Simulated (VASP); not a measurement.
Be3Te2Se:

```
Be Te Se
1.0
     6.10546    0.00000    0.00000
    -3.05273    5.28748    0.00000
     0.00000    0.00000    4.04589
Be Te Se
3 2 1
Direct
  0.50000 0.00000 0.00000
  0.00000 0.50000 0.00000
  0.50000 0.50000 0.00000
  0.33333 0.66667 0.00000
  0.66667 0.33333 0.00000
  0.00000 0.00000 0.50000
```

The cell was built by a generator and needn't be a form met in nature.

* Program: VASP 6.6.1
* Task: relaxation of cell and atoms
* Functional: PBE
* Potentials or basis: VASP PAW PBE potentials, release 64 (Be, Te, Se)
* Cutoff: 520 eV
* k mesh: 3 × 3 × 4
* Occupations: gaussian, width 0.15 eV
* Spin: no spin polarisation

At the start: pressure 53.6 GPa; volume 21.77 Å³/atom.

**Question.** Where does the relaxation end?

**Answer.** Over 6 steps the energy falls by 2159.7 meV/atom and the volume is 32.13 Å³/atom (+47.6 %); space group P6/mmm (No. 191, to 0.05 Å).

Step by step:
```csv
step,energy change (eV),largest force (eV/Å),pressure (GPa),volume (Å³)
1,0.0000,0.0000,53.59,130.61
2,-9.2625,0.0000,-4.20,302.70
3,-12.8821,0.0000,-0.92,206.68
4,-12.8877,0.0000,-0.49,204.99
5,-12.9166,0.0000,-0.45,201.94
6,-12.9579,0.0000,-0.04,192.77
```

Final structure:
```
Be Te Se
1.0
     7.67981    0.00000    0.00000
    -3.83990    6.65091    0.00000
     0.00000    0.00000    3.77396
Be Te Se
3 2 1
Direct
  0.50000 0.00000 0.00000
  0.00000 0.50000 0.00000
  0.50000 0.50000 0.00000
  0.33333 0.66667 0.00000
  0.66667 0.33333 0.00000
  0.00000 0.00000 0.50000
```

Caveat: the k mesh is coarse (spacing up to 0.40 Å⁻¹), so the values aren't converged; the volume moved by over 15 % at a fixed basis, so the end points are rough.
